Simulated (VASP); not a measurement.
```xyz
6
Lattice="1.5741 -2.7265 0.0000 1.5741 2.7265 0.0000 0.0000 0.0000 12.0473" Properties=species:S:1:pos:R:3 pbc="T T T"
Mo     1.5741     0.9088     3.0118
Mo     1.5741    -0.9088     9.0354
S      1.5741     0.9088    10.6007
S      1.5741    -0.9088     4.5770
S      1.5741    -0.9088     1.4466
S      1.5741     0.9088     7.4702
```

Level of theory: PBE GGA with D3 dispersion (Becke-Johnson damping), VASP's PBE PAW potentials (set 64) (plane waves; VASP). Numerical set-up: 520 eV cut-off, 9×9×2 Γ-centred mesh, tetrahedra with Blöchl corrections, potentials Mo_sv S.

The cores are frozen, which limits the accuracy of field gradients.

### Question
Give the principal components of the electric field gradient (V/Å²) and the asymmetry η at each nucleus.

### Answer

```
atom   Vxx   Vyy    Vzz     η
----  ----  ----  -----  ----
Mo1   39.3  39.3  -78.6  0.00
Mo2   39.3  39.3  -78.6  0.00
S3    25.2  25.2  -50.4  0.00
S4    25.2  25.2  -50.4  0.00
S5    25.2  25.2  -50.4  0.00
S6    25.2  25.2  -50.4  0.00
```

The compound is MoS2 in the 2H layered structure. It was relaxed first.
